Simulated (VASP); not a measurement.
All values below come from LDA (Ceperley-Alder, Perdew-Zunger), VASP's LDA PAW potentials (set 64) (plane waves; VASP).

A VASP calculation is set up with these files.

### INCAR
```
LMAXMIX = 6
LASPH = T   # aspherical one-centre terms
NELM = 100
ISMEAR = 0   # Gaussian
ALGO = Normal
PREC = Accurate
ISIF = 2   # forces and stress, cell fixed
SYSTEM = HfCo2
SIGMA = 0.136   # width (eV)
ENCUT = 300
ISPIN = 2
LCHARG = F
MAGMOM = 3.0 3.0 3.0 3.0 0.0 0.0
LREAL = F
LWAVE = F
EDIFF = 1E-6   # SCF stop (eV)
LORBIT = 11   # lm-projected
```

**KPOINTS**
```
Automatic
0
gamma
 4 4 4
0 0 0
```

**POSCAR**
```
HfCo2
1
    0.0000000000     3.5247970000     3.5247970000
    3.5247970000     0.0000000000     3.5247970000
    3.5247970000     3.5247970000     0.0000000000
Co Hf
4 2
Direct
  0.1250000000   0.1250000000   0.1250000000
  0.6250000000   0.1250000000   0.1250000000
  0.1250000000   0.6250000000   0.1250000000
  0.1250000000   0.1250000000   0.6250000000
  0.7500000000   0.7500000000   0.7500000000
  0.5000000000   0.5000000000   0.5000000000
```

POTCAR, in this order: Co Hf_pv (LDA.64 set). Program: vasp_std.

What VASP printed:

File OSZICAR:
```
       N       E                     dE             d eps       ncg     rms          rms(c)
DAV:   1     0.308519577105E+03    0.30852E+03   -0.18431E+04  1248   0.111E+03
DAV:   2    -0.357095430092E+02   -0.34423E+03   -0.32876E+03  1248   0.331E+02
DAV:   3    -0.605484069915E+02   -0.24839E+02   -0.22405E+02  1490   0.915E+01
DAV:   4    -0.617645751499E+02   -0.12162E+01   -0.11965E+01  1581   0.194E+01
DAV:   5    -0.618233477909E+02   -0.58773E-01   -0.58713E-01  1804   0.380E+00    0.959E+01
DAV:   6    -0.876964326615E+02   -0.25873E+02   -0.13656E+02  1538   0.135E+02    0.571E+01
DAV:   7    -0.611846448004E+02    0.26512E+02   -0.23317E+02  1525   0.106E+02    0.528E+01
DAV:   8    -0.562910726066E+02    0.48936E+01   -0.17544E+01  1601   0.424E+01    0.129E+01
DAV:   9    -0.558886198513E+02    0.40245E+00   -0.13332E+00  1607   0.750E+00    0.121E+01
DAV:  10    -0.558157077368E+02    0.72912E-01   -0.13243E-01  1663   0.179E+00    0.119E+01
DAV:  11    -0.557918645672E+02    0.23843E-01   -0.57788E-03  1695   0.357E-01    0.111E+01
DAV:  12    -0.557246495609E+02    0.67215E-01   -0.14190E-01  1554   0.284E+00    0.349E+00
DAV:  13    -0.556554999785E+02    0.69150E-01   -0.70384E-02  1785   0.125E+00    0.314E+00
DAV:  14    -0.556530060229E+02    0.24940E-02   -0.15531E-02  1718   0.761E-01    0.615E-01
DAV:  15    -0.556518328978E+02    0.11731E-02   -0.71382E-03  1454   0.406E-01    0.721E-01
DAV:  16    -0.556521901140E+02   -0.35722E-03   -0.86341E-04  1713   0.184E-01    0.347E-01
DAV:  17    -0.556522226339E+02   -0.32520E-04   -0.11658E-04  1607   0.827E-02    0.246E-01
DAV:  18    -0.556524179614E+02   -0.19533E-03   -0.74458E-04  1635   0.154E-01    0.249E-01
DAV:  19    -0.556536017191E+02   -0.11838E-02   -0.12467E-03  1727   0.277E-01    0.554E-01
DAV:  20    -0.556522238817E+02    0.13778E-02   -0.20030E-03  1610   0.414E-01    0.379E-01
DAV:  21    -0.556516528250E+02    0.57106E-03   -0.20781E-03  1768   0.374E-01    0.115E-01
DAV:  22    -0.556516538474E+02   -0.10225E-05   -0.16105E-04  1524   0.652E-02    0.675E-02
DAV:  23    -0.556516593111E+02   -0.54637E-05   -0.95212E-06  1518   0.187E-02    0.643E-02
DAV:  24    -0.556516523754E+02    0.69358E-05   -0.63680E-06  1539   0.177E-02    0.186E-02
DAV:  25    -0.556516503412E+02    0.20342E-05   -0.53002E-06  1315   0.168E-02    0.796E-03
DAV:  26    -0.556516503056E+02    0.35646E-07   -0.13913E-06   752   0.946E-03
   1 F= -.55651650E+02 E0= -.55600844E+02  d E =-.101613E+00  mag=     0.0007
```

**OUTCAR**
```
------------------------ aborting loop because EDIFF is reached ----------------------------------------
  FORCE on cell =-STRESS in cart. coord.  units (eV):
  Direction    XX          YY          ZZ          XY          YZ          ZX
  --------------------------------------------------------------------------------------
  Total      -14.2908300    -14.2908300    -14.2908300      0.0000000     -0.0000000      0.0000000
  in kB     -261.4181341   -261.4181341   -261.4181341      0.0000000     -0.0000000      0.0000000
  external PRESSURE =    -261.4181341 kB  Pullay stress =       0.0000000 kB
  volume of cell :       87.59
      direct lattice vectors                 reciprocal lattice vectors
     0.000000000  3.524797000  3.524797000    -0.141852141  0.141852141  0.141852141
     3.524797000  0.000000000  3.524797000     0.141852141 -0.141852141  0.141852141
     3.524797000  3.524797000  0.000000000     0.141852141  0.141852141 -0.141852141
 POSITION                                       TOTAL-FORCE (eV/Angst)
 -----------------------------------------------------------------------------------
      0.88120      0.88120      0.88120        -0.000000      0.000000     -0.000000
      0.88120      2.64360      2.64360        -0.000000      0.000000     -0.000000
      2.64360      0.88120      2.64360        -0.000000      0.000000     -0.000000
      2.64360      2.64360      0.88120        -0.000000      0.000000     -0.000000
      5.28720      5.28720      5.28720         0.000000     -0.000000     -0.000000
      3.52480      3.52480      3.52480        -0.000000      0.000000      0.000000
 -----------------------------------------------------------------------------------
    total drift:                                0.000000      0.000000      0.000000
  FREE ENERGIE OF THE ION-ELECTRON SYSTEM (eV)
  ---------------------------------------------------
  free  energy   TOTEN  =       -55.6516503056 eV

  energy  without entropy=      -55.5500373951  energy(sigma->0) =      -55.60084385

 total charge

# of ion       s       p       d       tot
------------------------------------------
    1        0.485   0.465   7.273   8.223
    2        0.485   0.465   7.273   8.223
    3        0.485   0.465   7.273   8.223
    4        0.485   0.465   7.273   8.223
    5        0.370   6.421   1.518   8.309
    6        0.370   6.421   1.518   8.309
--------------------------------------------------
tot          2.679  14.702  32.127  49.508

 magnetization (x)

# of ion       s       p       d       tot
------------------------------------------
    1       -0.000   0.000  -0.001  -0.001
    2       -0.000   0.000  -0.001  -0.001
    3       -0.000   0.000  -0.001  -0.001
    4       -0.000   0.000  -0.001  -0.001
    5       -0.000  -0.000   0.000   0.000
    6       -0.000  -0.000   0.000   0.000
--------------------------------------------------
tot         -0.000   0.000  -0.002  -0.002
```
(Selected blocks of OUTCAR.)

**OUTCAR**
```
 val. band max:        7.1014041665   @ k =  -0.2500   0.2500   0.0000

 cond. band min:       7.1910360098   @ k =   0.5000   0.2500   0.0000


 Fermi energy:         7.1807505364

 spin component 1

 k-point     1 :       0.0000    0.0000    0.0000
  band No.  band energies     occupation
      1     -23.4923      1.00000
      2     -23.4923      1.00000
      3     -23.4923      1.00000
      4     -23.1772      1.00000
      5     -23.1772      1.00000
      6     -23.1772      1.00000
      7      -0.7875      1.00000
      8       3.2903      1.00000
      9       3.7631      1.00000
     10       3.7631      1.00000
     11       3.7631      1.00000
     12       4.7142      1.00000
     13       4.7142      1.00000
     14       4.7142      1.00000
     15       4.9161      1.00000
     16       4.9161      1.00000
     17       5.7904      1.00000
     18       5.7904      1.00000
     19       6.5166      1.00000
     20       6.5166      1.00000
     21       6.5166      1.00000
     22       6.6816      1.00000
     23       6.6816      1.00000
     24       6.7024      1.00000
     25       6.7024      1.00000
     26       6.7024      1.00000
     27       6.7050      1.00000
     28       6.7050      1.00000
     29       6.7050      1.00000
     30       7.7902      0.00000
     31       7.7902      0.00000
     32       7.7902      0.00000
     33       8.2309      0.00000
     34       8.6022      0.00000
     35       8.6022      0.00000
     36       8.6022      0.00000
     37      12.0028      0.00000
     38      12.0028      0.00000
     39      13.3560      0.00000

 k-point     2 :       0.2500    0.0000    0.0000
  band No.  band energies     occupation
      1     -23.5087      1.00000
      2     -23.5087      1.00000
      3     -23.4880      1.00000
      4     -23.1861      1.00000
      5     -23.1599      1.00000
      6     -23.1599      1.00000
      7      -0.0710      1.00000
...
```

At this cut-off the stress carries a Pulay error, which pulls relaxed volumes low. Unless said otherwise, spin-orbit coupling is left out, though it shifts the bands of the heavy elements here.

The structure was generated: HfCo2 was put into an ordered model structure, which need not be its known phase. The cell was not relaxed at this level. The k-mesh is coarse (spacing up to 0.39 per Å, 2π included), so the numbers may not be converged in it. The run is one of a series of settings (GGA removed, POTCAR Co Hf_pv (LDA.64 set) against the base run), some of them coarse on purpose.
